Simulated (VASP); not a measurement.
An input for Quantum ESPRESSO's pw.x (written as the equivalent of a VASP run, and not itself run):

```
&CONTROL
  calculation = 'scf'
  pseudo_dir = './pseudo'
  outdir = './out'
  tprnfor = .true.
  tstress = .true.
/
&SYSTEM
  ibrav = 0
  nat = 3
  ntyp = 2
  ecutwfc = 70
  occupations = 'smearing'
  smearing = 'gaussian'
  degauss = 0.000735
  input_dft = 'pbe'
/
&ELECTRONS
  conv_thr = 7.3e-08
  electron_maxstep = 100
/
ATOMIC_SPECIES
  Pb 207.200 Pb.upf
  I 126.904 I.upf
CELL_PARAMETERS angstrom
     4.5997740    0.0000000    0.0000000
    -2.2998870    3.9835220    0.0000000
     0.0000000    0.0000000    7.2367100
ATOMIC_POSITIONS crystal
  Pb   0.0000000  0.0000000  0.0000000
  I    0.6666670  0.3333330  0.7409500
  I    0.3333330  0.6666670  0.2590500
K_POINTS automatic
  7 7 4 0 0 0
```

Task: Write the VASP files for the same calculation (PBE).

Result: This is not unique; one that fits is 
**INCAR**
```
# general
SYSTEM  = PbI2
PREC    = Accurate
ENCUT   = 300   # plane-wave cut-off (eV)
LREAL   = F   # projection in real space or not
LASPH   = T   # aspherical one-centre terms

# electronic loop
EDIFF   = 1E-6   # SCF stop (eV)
NELM    = 100   # most electronic steps
ALGO    = Normal
LMAXMIX = 4   # l cut-off of mixed one-centre charges

# smearing
ISMEAR  = 0
SIGMA   = 0.01

# functional
GGA     = PE

# ions
ISIF    = 2

# output
LWAVE   = F
LCHARG  = F
```

File POSCAR:
```
PbI2
1.0
  4.5997740000   0.0000000000   0.0000000000
 -2.2998870000   3.9835220000   0.0000000000
  0.0000000000   0.0000000000   7.2367100000
Pb I
1 2
Cartesian
  0.0000000000   0.0000000000   0.0000000000
  2.2998892999   1.3278393388   5.3620402745
 -0.0000022999   2.6556826612   1.8746697255
```

### KPOINTS
```
K-points
0
Gamma
 7 7 4
```

POTCAR, in this order: Pb_d I (PBE.64 set). Program: vasp_std.

The two are equivalent in intent, not identical: the potentials are each code's own (VASP's PAW set, PseudoDojo norm-conserving files in pw.x), so ENCUT and ecutwfc are chosen apart and not converted; conv_thr bounds pw.x's estimated SCF error, while EDIFF bounds the energy change between steps.

The structure comes from a computed database's PbI2 entry; how it stands against other phases isn't given here. The cell was not relaxed at this level.
